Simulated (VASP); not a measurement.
```
CELL_PARAMETERS angstrom
      0.00000     3.18795     3.18795
      3.18795     0.00000     3.18795
      3.18795     3.18795     0.00000
ATOMIC_POSITIONS crystal
  Mg 0.25000 0.25000 0.25000
  Mg 0.75000 0.75000 0.75000
  Ge 0.00000 0.00000 0.00000
```

These are vdW-DF-cx, VASP's PBE PAW potentials (set 64) (plane waves; VASP) values and carry that method's errors. Settings: 520 eV cut-off, 6×6×6 Γ-centred mesh, Gaussian smearing of 0.050 eV, potentials Mg Ge_d.

Q: Predict the energy per atom (σ→0), band gap (on the k-mesh) with the smallest direct gap where there is one.

A: 
The band gap (on the k-mesh) is 0.14 eV. The smallest direct gap (on the k-mesh) is 1.10 eV and the energy per atom (σ→0) is -0.847 eV/atom.

Total energies compare only between runs with the same potentials, cut-off and functional.

The compound is Mg2Ge in the antifluorite structure. It was relaxed first. The start is the result of an earlier pass.
